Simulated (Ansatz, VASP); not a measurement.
## Cu (S9(221) boundary in fcc Cu) in two plane-wave programs

One calculation is typed for both programs; each brings its own data sets. How far apart do they land? Of the first pair: The structure shown is the start of the Ansatz relaxation below; VASP solves that cell, so the two are compared at the walk's first step.

Calculated with Ansatz 0.2.0; plane waves, with VASP 6.6.1 beside it; single point at PBE.

## Step 1: The structure

The cell holds 32 atoms: 32 Cu. Cell: a = 2.556 Å, b = 7.668 Å, c = 30.280 Å, α = 90.0°, β = 90.0°, γ = 90.0°. It derives from Cu. As first built, before any earlier steps moved the atoms (in the runner's words): plane [2, 2, 1]; removed 2; opened 0. Vacuum lies along c.

## Step 2: Ansatz: relaxation, PBE

Ansatz runs on its PAW soft_1 files.

The two programs are compared at the cell with which this relaxation starts, whose forces are those of its first step.

File input.yaml:

```yaml
crystal:
  lattice:
    - [2.5561627297, 0.0, 0.0]
    - [0.0, 7.6684881892, 0.0]
    - [0.0, 0.0, 30.2797866656]
  atoms:
    - { symbol: Cu, position: [0.9999999997, 0.1111111111, 0.1651266588] }
    - { symbol: Cu, position: [0.4999999997, 0.3888888889, 0.185024201] }
    - { symbol: Cu, position: [0.9999999998, 0.6666666667, 0.2049217432] }
    - { symbol: Cu, position: [0.4999999998, 0.9444444445, 0.2248192854] }
    - { symbol: Cu, position: [0.9999999998, 0.2222222222, 0.2447168276] }
    - { symbol: Cu, position: [0.4999999998, 0.5, 0.2646143698] }
    - { symbol: Cu, position: [0.9999999998, 0.7777777778, 0.284511912] }
    - { symbol: Cu, position: [0.4999999999, 0.0555555556, 0.3044094542] }
    - { symbol: Cu, position: [0.9999999999, 0.3333333333, 0.3243069964] }
    - { symbol: Cu, position: [0.4999999999, 0.6111111111, 0.3442045387] }
    - { symbol: Cu, position: [0.9999999999, 0.8888888889, 0.3641020809] }
    - { symbol: Cu, position: [0.4999999999, 0.1666666667, 0.3839996231] }
    - { symbol: Cu, position: [1.0, 0.4444444444, 0.4038971653] }
    - { symbol: Cu, position: [0.5, 0.7222222222, 0.4237947075] }
    - { symbol: Cu, position: [0.0, 0.0, 0.4436922497] }
    - { symbol: Cu, position: [1.0, 0.4444444444, 0.4834873341] }
    - { symbol: Cu, position: [0.4999999999, 0.1666666667, 0.5033848763] }
    - { symbol: Cu, position: [0.9999999999, 0.8888888889, 0.5232824185] }
    - { symbol: Cu, position: [0.4999999999, 0.6111111111, 0.5431799608] }
    - { symbol: Cu, position: [0.9999999999, 0.3333333333, 0.563077503] }
    - { symbol: Cu, position: [0.4999999999, 0.0555555556, 0.5829750452] }
    - { symbol: Cu, position: [0.9999999998, 0.7777777778, 0.6028725874] }
    - { symbol: Cu, position: [0.4999999998, 0.5, 0.6227701296] }
    - { symbol: Cu, position: [0.9999999998, 0.2222222222, 0.6426676718] }
    - { symbol: Cu, position: [0.4999999998, 0.9444444445, 0.662565214] }
    - { symbol: Cu, position: [0.9999999998, 0.6666666667, 0.6824627562] }
    - { symbol: Cu, position: [0.4999999997, 0.3888888889, 0.7023602984] }
    - { symbol: Cu, position: [0.9999999997, 0.1111111111, 0.7222578406] }
    - { symbol: Cu, position: [0.4999999997, 0.8333333334, 0.7421553829] }
    - { symbol: Cu, position: [0.9999999997, 0.5555555556, 0.7620529251] }
    - { symbol: Cu, position: [0.4999999997, 0.2777777778, 0.7819504673] }
    - { symbol: Cu, position: [0.9999999996, 0.0, 0.8018480095] }
kpoints:
  mp_grid: { grid: [9, 3, 1] }
hamiltonian:
  xc: pbe
  pseudopotentials: { kind: paw, azcp: { folder: soft_1 } }
scf:
  occupations: { method: fermi_dirac, width: 0.1 }
relax:
  f_tol: 0.03
  max_steps: 80
  constraints: [{ sites: [0, 1, 2, 3, 4] }]
```

The run is started by

```
ansatz run input.yaml --threads 4 --pin off --max-ram 15360MiB --backend cpu --events-out ev --progress --plain --runs-dir out
```

Numbers of over 12 decimals in the logs are rounded to 6 here.

Output:

```text
Engine: ansatz 0.2.0, aarch64-unknown-linux-gnu
Pseudopotentials: kind: paw
Pseudopotential: Cu, paw, valence charge 19, recommended cutoff 420 eV (normal), soft_1/Cu.paw.azcp
Functional definition: PBE
  parameter kappa = 0.804
  parameter beta = 0.066725
  exchange = pbe_x(kappa = kappa, mu = beta*pi^2/3)
  correlation = pbe_c(beta = beta)
Crystal: 32 atoms, lattice volume = 593.541 Å³
Basis set: ecut = 420 eV, 11701 PW (Γ), exchange–correlation on 36×108×432 points (8 copies of the dense FFT grid, shifted against one another)
Bands: 365, of which v1, the nominal top of the filled ones, is band 304 counted from 1 (303 counted from 0)
Symmetry: 2 space group operations
Space group: Pm (ITA 6), of the structure as read, at distance tolerance 8.4e-5 Å
k-points: 10 of 27 (time reversal used)
Non-local potential: Cu, projectors of the file, l = 0: 3, l = 1: 2, l = 2: 3, l = 3: 1
PAW form: soft (Blöchl's): semilocal exchange-correlation on the pseudo side does not see the compensation charge
PAW one-centre angular grid: Cu, 590 points (default); XC on 64 Gauss nodes
Initial density: superposition of atomic densities (neutral atoms: chi_scale 0, normalization atom)
Initial wavefunctions: pseudopotential atomic-orbital guess
Functional: x = pbe(κ = 0.804, μ = 0.219515), c = pbe(β = 0.066725)
SCF iter   1: F=—  HF=-212028.263457 eV  |F-HF|=—  |Δ(HF+E_count)|=         —  Δρ=2.07e-1  dr2=1.55e2  ethr=3.10e-3  ⟨swp⟩=5.6  Hψ=13111  notcnv=0  defer=200
preconditioner: auto → LDOS  [metal: Δε(μ)=0.029 eV  Ē_g=8.173 eV  σ=0.100 eV  W_gap=0.07  n_scr=198 (ndim 8)  ℏωp=28.6 eV  f_vac=0.324  D(μ)=14.85/eV (n_scr^D=84)  β→1.0]
SCF iter   2: F=—  HF=-212208.607541 eV  |F-HF|=—  |Δ(HF+E_count)|=    1.80e2  Δρ=4.34e-1  dr2=6.28e2  ethr=3.10e-3  ⟨swp⟩=4.0  Hψ=11383  notcnv=0  defer=389  recentre
SCF iter   3: F=—  HF=-212002.954174 eV  |F-HF|=—  |Δ(HF+E_count)|=    2.06e2  Δρ=5.04e-2  dr2=9.81e0  ethr=3.10e-3  ⟨swp⟩=4.0  Hψ=9433  notcnv=0  defer=422
SCF iter   4: F=—  HF=-212001.437109 eV  |F-HF|=—  |Δ(HF+E_count)|=    1.52e0  Δρ=2.31e-2  dr2=1.80e0  ethr=1.61e-3  ⟨swp⟩=2.5  Hψ=6062  notcnv=0  defer=400
SCF iter   5: F=—  HF=-212001.106841 eV  |F-HF|=—  |Δ(HF+E_count)|=   3.30e-1  Δρ=4.97e-3  dr2=7.09e-2  ethr=2.96e-4  ⟨swp⟩=2.0  Hψ=6224  notcnv=0  defer=404
SCF iter   6: F=—  HF=-212001.127395 eV  |F-HF|=—  |Δ(HF+E_count)|=   2.06e-2  Δρ=2.47e-3  dr2=2.15e-2  ethr=1.17e-5  ⟨swp⟩=2.1  Hψ=6042  notcnv=0  defer=404
SCF iter   7: F=—  HF=-212001.131066 eV  |F-HF|=—  |Δ(HF+E_count)|=   3.67e-3  Δρ=8.82e-4  dr2=3.16e-3  ethr=3.53e-6  ⟨swp⟩=2.0  Hψ=5854  notcnv=0  defer=404
SCF iter   8: F=—  HF=-212001.132663 eV  |F-HF|=—  |Δ(HF+E_count)|=   1.60e-3  Δρ=5.10e-4  dr2=1.41e-3  ethr=5.20e-7  ⟨swp⟩=2.7  Hψ=5755  notcnv=0  defer=404
SCF iter   9: F=—  HF=-212001.132575 eV  |F-HF|=—  |Δ(HF+E_count)|=   8.75e-5  Δρ=1.63e-4  dr2=2.37e-4  ethr=2.32e-7  ⟨swp⟩=2.0  Hψ=4884  notcnv=0  defer=404
SCF iter  10: F=-212001.132599 eV  HF=-212001.132585 eV  |F-HF|=1.41e-5  |Δ(HF+E_count)|=   1.02e-5  Δρ=4.67e-5  dr2=1.04e-5  ethr=3.70e-9  ⟨swp⟩=3.0  Hψ=13480  notcnv=0
SCF 1 converged in 10 iterations: F = -212001.132599 eV  dr2 = 1.04e-5
  greatest PAW one-centre occupation: 1.000 electrons in one spin orbital (limit 2), on the Cu atom at site 0 (counted from 0), in its partial waves of l = 0
relax step   1: F+E_penalty+E_count = -212001.13259938 eV  Δ(F+E_penalty+E_count) = +0.000e0 eV  max|allowed force component| = 5.403e-1 eV/Å  Δτ_max = 0.0000 Å  (10 SCF iters, dr2 threshold 2.25e-5 eV, accepted)
[...]
relax step   3: F+E_penalty+E_count = -212001.40968114 eV  Δ(F+E_penalty+E_count) = -1.572e-1 eV  max|allowed force component| = 1.387e-1 eV/Å  Δτ_max = 0.2000 Å  (9 SCF iters, dr2 threshold 1.37e-5 eV, accepted)
[...]
relax step   4: F+E_penalty+E_count = -212001.42554116 eV  Δ(F+E_penalty+E_count) = -1.586e-2 eV  max|allowed force component| = 4.009e-2 eV/Å  Δτ_max = 0.1591 Å  (10 SCF iters, dr2 threshold 1.69e-6 eV, accepted)
[...]
relax step   5: F+E_penalty+E_count = -212001.42686831 eV  Δ(F+E_penalty+E_count) = -1.327e-3 eV  max|allowed force component| = 1.973e-2 eV/Å  Δτ_max = 0.0247 Å  (9 SCF iters, accepted)
SCF converged after 9 iterations
Free energy (F): -212001.426868 eV
Harris-Foulkes:  -212001.426868 eV  (|F-HF|=1.47e-8)
Internal energy: -212001.132178 eV  (E = F + TS)
E sigma→0 (E₀):  -212001.279523 eV
Entropy (-TS):   -0.294690 eV (-9.209 meV/atom)
Fermi energy:    8.795256 eV
--- Per-component energies (eV) ---
  E_band       = -16278.451208
  E_kinetic    = 8363.800653
  E_local      = -1152354.062961  (includes V_loc(G=0)·N_el)
  E_nonlocal   = 28513.291244
  E_hartree    = 562905.409519
  E_xc         = -2193.818611
  E_vxc        = -2831.614794  (∫ρ·V_xc dr)
  E_paw        = -58109.696915  (= ΣΔE_a)
  E_vpaw       = -23780.664973  (= ΣTr[D̂ρ^β])
  E_aug_tail   = 0.030617  (compensation charges beyond the density's cutoff)
  E_ewald      = 400873.914277
  E_smearing   = -0.294690  (= −TS)
  E_closure    = -0.000000  (closes the sum)
  Σ components = -212001.426868   (vs F -212001.426868, Δ=0.00e0)
--- Forces (eV/Å), atoms counted from 1 ---
  atom   1  Cu     0.00000000     0.10389997     0.41311611
  atom   2  Cu     0.00000000    -0.03001892    -0.03484633
  atom   3  Cu     0.00000000     0.04574904    -0.07681144
  atom   4  Cu    -0.00000000    -0.10955867    -0.27156184
  atom   5  Cu    -0.00000000    -0.02373286    -0.01837854
  atom   6  Cu    -0.00000000    -0.00040363    -0.00146414
  atom   7  Cu    -0.00000000    -0.00068605     0.00098098
  atom   8  Cu     0.00000000     0.00262260    -0.00083539
  atom   9  Cu    -0.00000000    -0.00116275    -0.00000688
  atom  10  Cu    -0.00000000     0.00220341     0.00299130
  atom  11  Cu     0.00000000    -0.00471514     0.00477773
  atom  12  Cu    -0.00000000     0.00054795     0.00001715
  atom  13  Cu    -0.00000000     0.00183182    -0.00186754
  atom  14  Cu     0.00000000     0.00197900     0.00017304
  atom  15  Cu    -0.00000000    -0.00042152    -0.00020419
  atom  16  Cu    -0.00000000    -0.00073792     0.00160737
  atom  17  Cu    -0.00000000     0.00140641     0.00009068
  atom  18  Cu     0.00000000    -0.00159532    -0.00315792
  atom  19  Cu    -0.00000000     0.00131919    -0.00254543
  atom  20  Cu     0.00000000    -0.00010590    -0.00358525
  atom  21  Cu     0.00000000     0.00228010    -0.00017617
  atom  22  Cu     0.00000000    -0.00051215    -0.00284696
  atom  23  Cu    -0.00000000     0.00083771    -0.00070916
  atom  24  Cu    -0.00000000     0.00136625    -0.00192327
  atom  25  Cu     0.00000000     0.00067080    -0.00163771
  atom  26  Cu    -0.00000000     0.00289835    -0.00009682
  atom  27  Cu    -0.00000000     0.00036714     0.00183989
  atom  28  Cu     0.00000000    -0.00226479     0.00534327
  atom  29  Cu    -0.00000000     0.00166026     0.00657772
  atom  30  Cu    -0.00000000    -0.00072131     0.00228186
  atom  31  Cu     0.00000000    -0.00183446     0.00268270
  atom  32  Cu     0.00000000     0.00683754    -0.01973168
  max |Σ_I F_I| component: 9.32e-5 eV/Å
--- Relaxed structure (5 steps of the walk, 5 accepted, 0 SCFs on fresh bases) ---
  F+E_penalty+E_count = -212001.42686831 eV   max|allowed force component| = 1.973e-2 eV/Å
  atoms:
    - { symbol: Cu, position: [1.0, 0.111111, 0.165127] }
    - { symbol: Cu, position: [0.5, 0.388889, 0.185024] }
    - { symbol: Cu, position: [1.0, 0.666667, 0.204922] }
    - { symbol: Cu, position: [0.5, 0.944444, 0.224819] }
    - { symbol: Cu, position: [1.0, 0.222222, 0.244717] }
    - { symbol: Cu, position: [0.5, 0.503028, 0.264062] }
    - { symbol: Cu, position: [1.0, 0.781260, 0.285031] }
    - { symbol: Cu, position: [0.5, 0.056384, 0.305392] }
    - { symbol: Cu, position: [1.0, 0.338710, 0.323561] }
    - { symbol: Cu, position: [0.5, 0.617749, 0.344628] }
    - { symbol: Cu, position: [1.0, 0.886548, 0.367043] }
    - { symbol: Cu, position: [0.5, 0.176531, 0.383513] }
    - { symbol: Cu, position: [1.0, 0.453062, 0.402208] }
    - { symbol: Cu, position: [0.5, 0.719961, 0.437090] }
    - { symbol: Cu, position: [4.579988546515729e-18, 0.013751, 0.440946] }
    - { symbol: Cu, position: [1.0, 0.475652, 0.480539] }
    - { symbol: Cu, position: [0.5, 0.190546, 0.496424] }
    - { symbol: Cu, position: [1.0, 0.897015, 0.514892] }
    - { symbol: Cu, position: [0.5, 0.630866, 0.538927] }
    - { symbol: Cu, position: [1.0, 0.349562, 0.557897] }
    - { symbol: Cu, position: [0.5, 0.068291, 0.575904] }
    - { symbol: Cu, position: [1.0, 0.794156, 0.597691] }
    - { symbol: Cu, position: [0.5, 0.515131, 0.618337] }
    - { symbol: Cu, position: [1.0, 0.234586, 0.637049] }
    - { symbol: Cu, position: [0.5, 0.957199, 0.657476] }
    - { symbol: Cu, position: [1.0, 0.681190, 0.678269] }
    - { symbol: Cu, position: [0.5, 0.401189, 0.697638] }
    - { symbol: Cu, position: [1.0, 0.121006, 0.716835] }
    - { symbol: Cu, position: [0.5, 0.839224, 0.739369] }
    - { symbol: Cu, position: [1.0, 0.565096, 0.758057] }
    - { symbol: Cu, position: [0.5, 0.291209, 0.776959] }
    - { symbol: Cu, position: [1.0, 0.017429, 0.794134] }
```

## Step 3: VASP: single point, PBE, start cell, pair 1

The same cell, functional, mesh and smearing now go to VASP, with its own data sets.

Lines of VASP's logs that name or quote its potential files are left out, and so is its time.

File INCAR:

```
SYSTEM = Cu
PREC = Accurate
ENCUT = 520
EDIFF = 1E-06
NELM = 120
ISMEAR = -1
SIGMA = 0.1
LREAL = Auto
ALGO = Normal
GGA = PE
NBANDS = 204
LASPH = .TRUE.
LORBIT = 11
LWAVE = .FALSE.
LCHARG = .FALSE.
ISIF = 2
GGA_COMPAT = .FALSE.
KPAR = 4
```

File POSCAR:

```
Cu
1.0
    2.5561627297      0.0000000000      0.0000000000
    0.0000000000      7.6684881892      0.0000000000
    0.0000000000      0.0000000000     30.2797866656
Cu
32
Direct
    0.0000001057      0.1111110794      0.1651266588
    0.5000001057      0.3888889083      0.1850241900
    0.0000001057      0.6666666068      0.2049217542
    0.5000001057      0.9444444356      0.2248192854
    0.0000001057      0.2222221588      0.2447168166
    0.5000001057      0.4999999877      0.2646143808
    0.0000001057      0.7777778165      0.2845119120
    0.5000001057      0.0555555397      0.3044094432
    0.0000001057      0.3333333686      0.3243070075
    0.5000001057      0.6111110671      0.3442045387
    0.0000001057      0.8888888959      0.3641020699
    0.5000001057      0.1666666191      0.3839996341
    0.0000001057      0.4444444480      0.4038971653
    0.5000001057      0.7222222768      0.4237946965
    0.0000001057      0.0000000000      0.4436922607
    0.0000001057      0.4444444480      0.4834873231
    0.5000001057      0.1666666191      0.5033848874
    0.0000001057      0.8888888959      0.5232824186
    0.5000001057      0.6111110671      0.5431799498
    0.0000001057      0.3333333686      0.5630775140
    0.5000001057      0.0555555397      0.5829750452
    0.0000001057      0.7777778165      0.6028725764
    0.5000001057      0.4999999877      0.6227701406
    0.0000001057      0.2222221588      0.6426676718
    0.5000001057      0.9444444356      0.6625652030
    0.0000001057      0.6666666068      0.6824627673
    0.5000001057      0.3888889083      0.7023602985
    0.0000001057      0.1111110794      0.7222578297
    0.5000001057      0.8333333562      0.7421553939
    0.0000001057      0.5555555274      0.7620529251
    0.5000001057      0.2777778289      0.7819504563
    0.0000001057      0.0000000000      0.8018480205
```

File KPOINTS:

```
Automatic mesh
0
Gamma
9 3 1
0 0 0
```

The projector-augmented-wave data sets are Cu (PBE family, release 64).

The run is started by

```
mpirun -np 4 vasp_std
```

Output:

```text
[banner, memory and clock lines left out]
running    4 mpi-ranks, on    1 nodes
[...]
LDA part: xc-table for (Slater+PW92), standard interpolation
 POSCAR, INCAR and KPOINTS ok, starting setup
[...]
entering main loop
       N       E                     dE             d eps       ncg     rms          rms(c)
DAV:   1     0.379780737584E+04    0.37978E+04   -0.14913E+05  4080   0.272E+03
DAV:   2     0.552272293915E+03   -0.32455E+04   -0.31584E+04  4080   0.606E+02
DAV:   3    -0.922883740045E+02   -0.64456E+03   -0.60307E+03  4080   0.283E+02
DAV:   4    -0.140010427035E+03   -0.47722E+02   -0.44817E+02  4348   0.104E+02
[...]
DAV:  32    -0.114686588203E+03   -0.92037E-05   -0.11712E-06  2548   0.663E-03    0.144E-03
DAV:  33    -0.114686590138E+03   -0.19351E-05   -0.31497E-07  2524   0.525E-03    0.802E-04
DAV:  34    -0.114686590713E+03   -0.57483E-06   -0.16385E-07  2360   0.376E-03
   1 F= -.11468659E+03 E0= -.11454174E+03  d E =-.289692E+00
```

Parts of OUTCAR (step 3):

```text
  Total       -1.7288593     -4.4347137     -0.4053584      0.0000000      0.3516352      0.0000000
  in kB       -4.6667999    -11.9708533     -1.0942051      0.0000000      0.9491871      0.0000000
  external PRESSURE =      -5.9106194 kB  Pullay stress =       0.0000000 kB

 POSITION                                       TOTAL-FORCE (eV/Angst)
 -----------------------------------------------------------------------------------
      0.00000      0.85205      5.00000         0.000000      0.090534      0.371702
      1.27808      2.98219      5.60249         0.000000     -0.019043     -0.046814
      0.00000      5.11233      6.20499         0.000000     -0.002659     -0.070243
      1.27808      7.24246      6.80748         0.000000     -0.130438     -0.325158
      0.00000      1.70411      7.40997         0.000000     -0.031039     -0.086702
      1.27808      3.83424      8.01247         0.000000      0.011534     -0.074777
      0.00000      5.96438      8.61496         0.000000      0.033943     -0.013506
      1.27808      0.42603      9.21745         0.000000      0.000998     -0.033534
      0.00000      2.55616      9.81995         0.000000     -0.001195      0.020897
      1.27808      4.68630     10.42244         0.000000      0.003816      0.008291
      0.00000      6.81643     11.02493         0.000000      0.030537      0.098415
      1.27808      1.27808     11.62743         0.000000      0.093461      0.185491
      0.00000      3.40822     12.22992         0.000000     -0.098775     -0.068617
      1.27808      5.53835     12.83241         0.000000     -0.281178      0.555707
[...]
-----------------------------------------------------------------------------------
    total drift:                               -0.001052      0.001849     -0.000283

  FREE ENERGIE OF THE ION-ELECTRON SYSTEM (eV)
  ---------------------------------------------------
  free  energy   TOTEN  =      -114.6865907125 eV

  energy  without entropy=     -114.3968989266  energy(sigma->0) =     -114.54174482

[... 3 further parts left out ...]
[key lines of the parts left out:]
E-fermi :   3.2198
```

## Step 4: Comparison

Known differences besides the potentials themselves: the data sets hold 608 valence electrons in Ansatz (on its PAW soft_1 files) and 352 in VASP; the cutoff is 420 eV in Ansatz and 520 eV in VASP (PREC = Accurate, projectors in real space). Total energies have different zeros and are not compared.

Forces on 8 of the 32 atoms, those with the largest forces and the largest differences (eV/Å; atoms numbered as in POSCAR):

| atom | Ansatz x, y, z | VASP x, y, z |
| --- | --- | --- |
| Cu1 | 0.000, 0.104, 0.405 | 0.000, 0.091, 0.372 |
| Cu4 | 0.000, -0.132, -0.323 | 0.000, -0.130, -0.325 |
| Cu14 | 0.000, -0.280, 0.540 | 0.000, -0.281, 0.556 |
| Cu16 | 0.000, 0.296, -0.050 | 0.000, 0.303, -0.058 |
| Cu18 | 0.000, -0.164, -0.351 | 0.000, -0.171, -0.362 |
| Cu29 | 0.000, -0.127, 0.327 | 0.000, -0.126, 0.329 |
| Cu31 | 0.000, -0.015, 0.048 | 0.000, -0.009, 0.071 |
| Cu32 | 0.000, 0.101, -0.404 | 0.000, 0.086, -0.370 |

The forces differ by 7.6 meV/Å r.m.s., which is 6.2 % of the r.m.s. force of 0.123 eV/Å (both taken over all components).

## Step 5: Ansatz: relaxation, PBE

This run makes the geometry at which the two programs are then compared.

The structure compared here is the end of the Ansatz relaxation.

input.yaml is that of step 2.

The run is started by

```
ansatz run input.yaml --threads 4 --pin off --max-ram 15360MiB --backend cpu --events-out ev --progress --plain --runs-dir out
```

Output:

```text
[...]
Crystal: 32 atoms, lattice volume = 593.541 Å³
Basis set: ecut = 420 eV, 11701 PW (Γ), exchange–correlation on 36×108×432 points (8 copies of the dense FFT grid, shifted against one another)
Bands: 365, of which v1, the nominal top of the filled ones, is band 304 counted from 1 (303 counted from 0)
Symmetry: 2 space group operations
[...]
k-points: 10 of 27 (time reversal used)
[...]
- { symbol: Cu, position: [0.5, 0.944444, 0.224819] }
    - { symbol: Cu, position: [1.0, 0.222222, 0.244717] }
    - { symbol: Cu, position: [0.5, 0.503028, 0.264062] }
    - { symbol: Cu, position: [1.0, 0.781260, 0.285031] }
    - { symbol: Cu, position: [0.5, 0.056384, 0.305392] }
[...]
- { symbol: Cu, position: [0.5, 0.839224, 0.739369] }
    - { symbol: Cu, position: [1.0, 0.565096, 0.758057] }
    - { symbol: Cu, position: [0.5, 0.291209, 0.776959] }
    - { symbol: Cu, position: [1.0, 0.017429, 0.794134] }
[key lines of the parts left out:]
SCF converged after 9 iterations
Free energy (F): -212001.426868 eV
Fermi energy:    8.795256 eV
```

(Part 1 of 2 ends here.)

[Lines on the potential files, build, host, timing and source positions are cut from VASP's logs without a mark.]

[Logs are printed without paths, hosts, clocks, repeated set-up lines and the standing remarks that a program may print on its own settings, such as how far it seeks lower states.]

[Hosts, paths, dates, database ids (printed as entryN), source tags and the programs' standing remarks are cut or masked in the printed files.]
